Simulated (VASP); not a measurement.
Input for VASP

POSCAR:
```
Na
1
   -2.0928184790     2.0928184790     2.0928184790
    2.0928184790    -2.0928184790     2.0928184790
    2.0928184790     2.0928184790    -2.0928184790
Na
1
Direct
  0.0000000000   0.0000000000   0.0000000000
```

File KPOINTS:
```
Automatic mesh
0
Gamma
14 14 14
0 0 0
```

INCAR:
```
SYSTEM = Na
PREC = Accurate; ENCUT = 520; LREAL = .FALSE.
LASPH = .TRUE.
EDIFF = 1E-7; NELM = 100; ALGO = Normal
ISMEAR = -5
GGA = PE; IVDW = 13
ISIF = 2
LWAVE = .FALSE.; LCHARG = .TRUE.; LORBIT = 11
NEDOS = 601
```

POTCAR, in this order: Na_pv (PBE.64 set). Program: vasp_std.

Q: Write an equivalent input for Ansatz.

A: One equivalent input (not run):
Ansatz 0.2 input:
```yaml
crystal:
  lattice:
    - [-2.0928185, 2.0928185, 2.0928185]
    - [2.0928185, -2.0928185, 2.0928185]
    - [2.0928185, 2.0928185, -2.0928185]
  atoms:
    - { symbol: Na, position: [0.0000000, 0.0000000, 0.0000000] }
kpoints:
  mp_grid: { grid: [14, 14, 14] }
hamiltonian:
  xc: pbe
  dispersion: d4
  pseudopotentials: { kind: paw }
scf:
  occupations: { method: tetrahedron }
  max_iter: 100
output: { forces: true, stress: true, eigenvalues: true }
```
Limits of the translation: each code has its own PAW files, so the cut-off isn't converted (ENCUT is set for VASP's; basis.ecutwfc is left out, and Ansatz then takes the one that its files recommend); Ansatz stops its SCF on the density residual and VASP on the energy change (EDIFF).

The compound is Na in the bcc structure. It was relaxed first, which changed the volume by -5 %.
